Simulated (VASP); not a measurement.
Elastic constants (GPa) of a crystal from PBE GGA, VASP's PBE PAW potentials (set 64) (VASP):

|  | xx | yy | zz | yz | xz | xy |
|---|---|---|---|---|---|---|
| xx | 115.8 | 51.8 | 39.0 | 0.0 | 0.0 | 0.0 |
| yy | 51.8 | 115.8 | 39.0 | 0.0 | 0.0 | 0.0 |
| zz | 39.0 | 39.0 | 136.9 | 0.0 | 0.0 | 0.0 |
| yz | 0.0 | 0.0 | 0.0 | 27.5 | 0.0 | 0.0 |
| xz | 0.0 | 0.0 | 0.0 | 0.0 | 27.5 | 0.0 |
| xy | 0.0 | 0.0 | 0.0 | 0.0 | 0.0 | 32.0 |

Question: Work out the Voigt, Reuss and Hill moduli, Young's modulus and Poisson's ratio.

Answer: All eigenvalues are positive (smallest 27.5 GPa), so the crystal is stable. K_V = (C11+C22+C33+2(C12+C13+C23))/9 = (368.5 + 2×129.8)/9 = 69.8 GPa; G_V = (368.5 − 129.8 + 3×87.0)/15 = 33.3 GPa. From the compliances, K_R = 69.7 GPa and G_R = 32.0 GPa. Hill: K = 69.8 GPa, G = 32.7 GPa, E = 9KG/(3K+G) = 84.7 GPa, ν = (3K−2G)/(2(3K+G)) = 0.298. K/G = 2.14, above Pugh's 1.75; universal anisotropy A^U = 0.21.

Question: With a density of 4.01 g/cm³, what are the mean sound speeds?

Answer: v_l = √((K+4G/3)/ρ) = 5.31 km/s and v_t = √(G/ρ) = 2.85 km/s. The crystal is ZnS (wurtzite), hexagonal.

The compound is ZnS in the wurtzite structure, the high-temperature form. It was relaxed first.
